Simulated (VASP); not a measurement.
RuSe:

```
Ru Se
1.0
     0.00000    2.90633    2.90633
     2.90633    0.00000    2.90633
     2.90633    2.90633    0.00000
Ru Se
1 1
Direct
  0.00000 0.00000 0.00000
  0.25000 0.25000 0.25000
```

The cell comes from a database or a generator and needn't be the stable form of this composition.

Base run:

| Quantity | Value |
| --- | --- |
| Program | VASP 6.6.1 |
| Functional | PBE |
| Potentials or basis | VASP PAW PBE potentials, release 64 (Ru_pv, Se) |
| Cutoff | 520 eV |
| k mesh | 6 × 6 × 6 |
| Occupations | gaussian, width 0.05 eV |
| Spin | collinear spin, ferromagnetic start |
| Starting moments | [1.0, 0.0] μB |

Its results: pressure -12.7 GPa.

The run is repeated on the same cell with these changes: further incar settings from ALGO = Normal; EDIFF = 1e-06 to ALGO = Fast; EDIFF = 1e-06; fixed moment from none to 2 μB. What comes out?

Pressure -6.9 GPa; site moments Ru +1.60; Se +0.10 μB.

Caveats: the total moment is fixed, so each spin has its own Fermi level (some runs).
